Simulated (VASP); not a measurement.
Level of theory: r2SCAN meta-GGA, VASP's PBE PAW potentials (set 64) (plane waves; VASP 6.6.1).

Input for VASP

### INCAR
```
METAGGA=R2SCAN
MAGMOM=2*4.6 4*0.0
NELM=100   ! most electronic steps
LCHARG=.False.
LASPH=.True.
LMIXTAU=.True.
SYSTEM=MnF2
PREC=Accurate
LORBIT=11
LMAXMIX=4   ! l cut-off of mixed one-centre charges
ISPIN=2
ALGO=Normal
ENCUT=520   ! plane-wave cut-off (eV)
EDIFF=1E-6   ! SCF stop (eV)
ISMEAR=0   ! Gaussian
SIGMA=0.05   ! width (eV)
LREAL=.False.   ! projection in real space or not
LWAVE=.False.
ISIF=2   ! forces and stress, cell fixed
```

### POSCAR
```
MnF2
9.7445180
  0.4999999861   0.0000000000   0.0000000000
  0.0000000000   0.4999999861   0.0000000000
  0.0000000000   0.0000000000   0.3398777871
Mn F
2 4
Cartesian
  0.0000000000   0.0000000000   0.0000000000
  0.2499999930   0.2499999930   0.1699388936
  0.1524934633   0.1524934633   0.0000000000
  0.4024934563   0.0975065297   0.1699388936
  0.0975065297   0.4024934563   0.1699388936
  0.3475065228   0.3475065228   0.0000000000
```

File KPOINTS:
```
Automatic mesh
0
Gamma
  6 6 8
```

POTCAR, in this order: Mn_pv F (PBE.64 set). Program: vasp_std.

What VASP printed:

### OSZICAR
```
       N       E                     dE             d eps       ncg     rms          rms(c)
DAV:   1     0.683749796903E+03    0.68375E+03   -0.30679E+04  7568   0.167E+03
DAV:   2    -0.102607749622E+02   -0.69401E+03   -0.65118E+03  7949   0.500E+02
DAV:   3    -0.751260582381E+02   -0.64865E+02   -0.64132E+02  8194   0.166E+02
DAV:   4    -0.763087213494E+02   -0.11827E+01   -0.11803E+01  8104   0.241E+01
DAV:   5    -0.763238629397E+02   -0.15142E-01   -0.15140E-01  8103   0.288E+00    0.191E+01
DAV:   6    -0.632709980423E+02    0.13053E+02   -0.16876E+01  8321   0.359E+01    0.187E+01
DAV:   7    -0.582923857912E+02    0.49786E+01   -0.23776E+00  7545   0.118E+01    0.129E+01
DAV:   8    -0.613749607670E+02   -0.30826E+01   -0.16096E+00  7670   0.962E+00    0.622E+00
DAV:   9    -0.591175730998E+02    0.22574E+01   -0.74934E-01  7475   0.633E+00    0.207E+00
DAV:  10    -0.593644158557E+02   -0.24684E+00   -0.26016E-01  7420   0.401E+00    0.469E-01
DAV:  11    -0.593707116095E+02   -0.62958E-02   -0.15836E-02  8285   0.801E-01    0.169E-01
DAV:  12    -0.593622330452E+02    0.84786E-02   -0.29881E-03  7615   0.499E-01    0.177E-01
DAV:  13    -0.593712349717E+02   -0.90019E-02   -0.54391E-03  7550   0.595E-01    0.795E-02
DAV:  14    -0.593720637378E+02   -0.82877E-03   -0.31788E-04  7859   0.147E-01    0.139E-02
DAV:  15    -0.593722717884E+02   -0.20805E-03   -0.16152E-04  7690   0.930E-02    0.149E-02
DAV:  16    -0.593722993486E+02   -0.27560E-04   -0.32536E-05  7735   0.386E-02    0.347E-03
DAV:  17    -0.593723056839E+02   -0.63353E-05   -0.25202E-06  6569   0.126E-02    0.240E-03
DAV:  18    -0.593723056844E+02   -0.57571E-09   -0.58748E-08  4540   0.192E-03
   1 F= -.59372306E+02 E0= -.59372306E+02  d E =-.160860E-22  mag=    10.0000
```

### OUTCAR
```
------------------------ aborting loop because EDIFF is reached ----------------------------------------
  FORCE on cell =-STRESS in cart. coord.  units (eV):
  Direction    XX          YY          ZZ          XY          YZ          ZX
  --------------------------------------------------------------------------------------
  Total        0.0091489      0.0091489      0.0691872      0.0000000      0.0000000      0.0000000
  in kB        0.1864383      0.1864383      1.4099134      0.0000000      0.0000000      0.0000000
  external PRESSURE =       0.5942633 kB  Pullay stress =       0.0000000 kB
  volume of cell :       78.62
      direct lattice vectors                 reciprocal lattice vectors
     4.872258864  0.000000000  0.000000000     0.205243610  0.000000000  0.000000000
     0.000000000  4.872258864  0.000000000     0.000000000  0.205243610  0.000000000
     0.000000000  0.000000000  3.311945215     0.000000000  0.000000000  0.301937362
 POSITION                                       TOTAL-FORCE (eV/Angst)
 -----------------------------------------------------------------------------------
      0.00000      0.00000      0.00000        -0.000000     -0.000000      0.000000
      2.43613      2.43613      1.65597        -0.000000     -0.000000      0.000000
      1.48598      1.48598      0.00000        -0.001644     -0.001644     -0.000000
      3.92210      0.95015      1.65597        -0.001644      0.001644      0.000000
      0.95015      3.92210      1.65597         0.001644     -0.001644     -0.000000
      3.38628      3.38628      0.00000         0.001644      0.001644      0.000000
 -----------------------------------------------------------------------------------
    total drift:                                0.000000      0.000000     -0.000000
  FREE ENERGIE OF THE ION-ELECTRON SYSTEM (eV)
  ---------------------------------------------------
  free  energy   TOTEN  =       -59.3723056844 eV

  energy  without entropy=      -59.3723056844  energy(sigma->0) =      -59.37230568

 total charge

# of ion       s       p       d       tot
------------------------------------------
    1        0.161   6.136   4.940  11.237
    2        0.161   6.136   4.940  11.237
    3        1.738   4.398   0.000   6.136
    4        1.738   4.398   0.000   6.136
    5        1.738   4.398   0.000   6.136
    6        1.738   4.398   0.000   6.136
--------------------------------------------------
tot          7.273  29.864   9.880  47.017

 magnetization (x)

# of ion       s       p       d       tot
------------------------------------------
    1        0.021   0.019   4.596   4.636
    2        0.021   0.019   4.596   4.636
    3        0.009   0.070   0.000   0.079
    4        0.009   0.070   0.000   0.079
    5        0.009   0.070   0.000   0.079
    6        0.009   0.070   0.000   0.079
--------------------------------------------------
tot          0.077   0.319   9.192   9.588
```
(Selected blocks of OUTCAR.)

The moments were started parallel, and other spin orders were not tried in this run.

The compound is MnF2 in the rutile structure. It was relaxed first.
